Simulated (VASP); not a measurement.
Elastic constants (GPa) of a crystal from PBE GGA, VASP's PBE PAW potentials (set 64) (VASP):

|  | xx | yy | zz | yz | xz | xy |
|---|---|---|---|---|---|---|
| xx | 332.4 | 95.7 | 95.7 | 0.0 | 0.0 | 0.0 |
| yy | 95.7 | 332.4 | 95.7 | 0.0 | 0.0 | 0.0 |
| zz | 95.7 | 95.7 | 332.4 | 0.0 | 0.0 | 0.0 |
| yz | 0.0 | 0.0 | 0.0 | 49.8 | 0.0 | 0.0 |
| xz | 0.0 | 0.0 | 0.0 | 0.0 | 49.8 | 0.0 |
| xy | 0.0 | 0.0 | 0.0 | 0.0 | 0.0 | 49.8 |

Q: Work out the Voigt, Reuss and Hill moduli, Young's modulus and Poisson's ratio.

A: All eigenvalues are positive (smallest 49.8 GPa), so the crystal is stable. K_V = (C11+C22+C33+2(C12+C13+C23))/9 = (997.2 + 2×287.1)/9 = 174.6 GPa; G_V = (997.2 − 287.1 + 3×149.4)/15 = 77.2 GPa. From the compliances, K_R = 174.6 GPa and G_R = 64.8 GPa. Hill: K = 174.6 GPa, G = 71.0 GPa, E = 9KG/(3K+G) = 187.6 GPa, ν = (3K−2G)/(2(3K+G)) = 0.321. K/G = 2.46, above Pugh's 1.75; universal anisotropy A^U = 0.96.

Q: With a density of 7.02 g/cm³, what are the mean sound speeds?

A: v_l = √((K+4G/3)/ρ) = 6.19 km/s and v_t = √(G/ρ) = 3.18 km/s. The crystal is CeO2 (fluorite), cubic.

The compound is CeO2 in the fluorite structure. It was relaxed first. The run is not spin-polarised, so no magnetic state was tried.
